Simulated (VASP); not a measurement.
Set up this calculation in VASP 6.6.1, as the native input.

```
Task                   : single point
Functional             : PBE
Potentials or basis    : VASP PAW PBE potentials, release 64 (C, S, H)
Cutoff                 : 520 eV
k mesh                 : 1 × 1 × 1
Occupations            : gaussian, width 0.01 eV
Spin                   : no spin polarisation
Further INCAR settings : ALGO = Normal; EDIFF = 1e-07; NBANDS = 16
```

The structure of C2SH2 lies in POSCAR:

```
H2C2S
1.0
   14.0000000000      0.0000000000      0.0000000000
    0.0000000000     11.0000000000      0.0000000000
    0.0000000000      0.0000000000     10.0000000000
C S H
2 1 2
Direct
    0.4309035700      0.4394681800      0.5059700000
    0.5164392900      0.4502227300      0.5083900000
    0.6363107100      0.4525954500      0.5141200000
    0.3551892900      0.4311590900      0.5036000000
    0.6466678600      0.5726590900      0.4926800000
```

These files were run (other wordings do the same):

INCAR

```
SYSTEM = H2C2S
  PREC = Accurate
  ENCUT = 520
  EDIFF = 1E-7
  ISMEAR = 0
  SIGMA = 0.01
  LREAL = .False.
  LASPH = .True.
  NELM = 60
  ALGO = Normal
  ISIF = 2
  LWAVE = .False.
  LCHARG = .False.
  GGA = PE
  NBANDS = 16
```

KPOINTS

```
Automatic mesh
0
Gamma
  1 1 1
  0 0 0
```

Potentials or basis: VASP PAW PBE potentials, release 64 (C, S, H).

Run with:

```sh
$ cat potpaw_PBE.64/C/POTCAR potpaw_PBE.64/S/POTCAR potpaw_PBE.64/H/POTCAR > POTCAR
$ mpirun -np 1 vasp_gam > vasp.out
```

It gave:

```
Largest force                   : 1.140 eV/Å
Gap between the frontier levels : 4.45 eV
```

Caveat: the standard files for N, O and F lose accuracy on very short bonds.

Run time: 2.2 min on 1 thread of Intel(R) Xeon(R) 6975P-C (Granite Rapids), with other jobs on the host, peak memory 1.2 GiB.
